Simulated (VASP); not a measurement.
Given:

```
CELL_PARAMETERS angstrom
      0.00000     2.43369     2.43369
      2.43369     0.00000     2.43369
      2.43369     2.43369     0.00000
ATOMIC_POSITIONS crystal
  Y  0.00000 0.00000 0.00000
  N  0.50000 0.50000 0.50000
```

Method: PBE GGA with D4 dispersion, VASP's PBE PAW potentials (set 64) (plane waves; VASP). Run with 520 eV cut-off, Gaussian smearing of 0.050 eV, potentials Y_sv N.

Give the energies of bands 6 to 11 at the high-symmetry points, in eV from the valence-band maximum.

| band | Γ | X | U | L | W |
|---|---|---|---|---|---|
| 6 | 0.00 | -1.47 | -2.20 | -4.12 | -2.18 |
| 7 | 0.00 | -0.38 | -1.57 | -2.28 | -1.53 |
| 8 | 0.00 | -0.38 | -1.32 | -2.28 | -1.53 |
| 9 | 3.16 | 0.17 | 2.47 | 5.77 | 4.04 |
| 10 | 3.16 | 6.94 | 6.33 | 6.45 | 4.04 |
| 11 | 3.16 | 7.36 | 7.13 | 6.45 | 7.42 |

The gap is indirect, 0.17 eV, from the valence maximum at Γ to the conduction minimum at X.

The compound is YN in the rock salt structure. It was relaxed first.
